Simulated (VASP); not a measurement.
An input for Quantum ESPRESSO's pw.x (written as the equivalent of a VASP run, and not itself run):

```
&CONTROL
  calculation = 'vc-relax'
  pseudo_dir = './pseudo'
  outdir = './out'
  tprnfor = .true.
  tstress = .true.
  nstep = 60
  forc_conv_thr = 0.00078
/
&SYSTEM
  ibrav = 0
  nat = 5
  ntyp = 3
  ecutwfc = 72
  occupations = 'smearing'
  smearing = 'methfessel-paxton'
  degauss = 0.00735
  input_dft = 'pz'
/
&ELECTRONS
  conv_thr = 7.3e-08
  electron_maxstep = 100
/
&IONS
/
&CELL
/
ATOMIC_SPECIES
  Cs 132.905 Cs.upf
  Sn 118.710 Sn.upf
  Br 79.904 Br.upf
CELL_PARAMETERS angstrom
     5.6710695    0.0000000   -0.0000000
    -0.0000000    5.6710695    0.0000000
    -0.0000000   -0.0000000    5.6710695
ATOMIC_POSITIONS crystal
  Cs   0.0000000  0.0000000  0.0000000
  Sn   0.5000000  0.5000000  0.5000000
  Br   0.5000000  0.0000000  0.5000000
  Br   0.0000000  0.5000000  0.5000000
  Br   0.5000000  0.5000000  0.0000000
K_POINTS automatic
  5 5 5 0 0 0
```

Q: Write the VASP files for the same calculation (LDA).

A: One answer among several that fit: 
**KPOINTS**
```
Automatic mesh
0
Gamma
5 5 5
0 0 0
```

**INCAR**
```
SYSTEM = CsSnBr3
PREC = Accurate
ENCUT = 400
EDIFF = 1E-6
NELM = 100
ALGO = Normal
LREAL = .FALSE.
LASPH = .TRUE.
ISMEAR = 1
SIGMA = 0.1
LMAXMIX = 4
LWAVE = .FALSE.
LCHARG = .FALSE.
IBRION = 2
ISIF = 3
NSW = 60
EDIFFG = -0.02
```

**POSCAR**
```
CsSnBr3
1
    5.6710695099     0.0000000000    -0.0000000000
   -0.0000000000     5.6710695099     0.0000000000
   -0.0000000000    -0.0000000000     5.6710695099
Cs Sn Br
1 1 3
Direct
  0.0000000000   0.0000000000   0.0000000000
  0.5000000000   0.5000000000   0.5000000000
  0.5000000000   0.0000000000   0.5000000000
  0.0000000000   0.5000000000   0.5000000000
  0.5000000000   0.5000000000   0.0000000000
```

POTCAR, in this order: Cs_sv Sn_d Br (LDA.64 set). Program: vasp_std.

What does not carry over: the potentials are each code's own (VASP's PAW set, PseudoDojo norm-conserving files in pw.x), so ENCUT and ecutwfc are chosen apart and not converted; conv_thr bounds pw.x's estimated SCF error, while EDIFF bounds the energy change between steps; forc_conv_thr acts on force components and is met together with etot_conv_thr.

The structure comes from a computed database's CsSnBr3 entry (Pm-3m); how it stands against other phases isn't given here. This run relaxes it. Symmetry was kept, so distortions that lower it aren't found. The start is the result of an earlier pass.
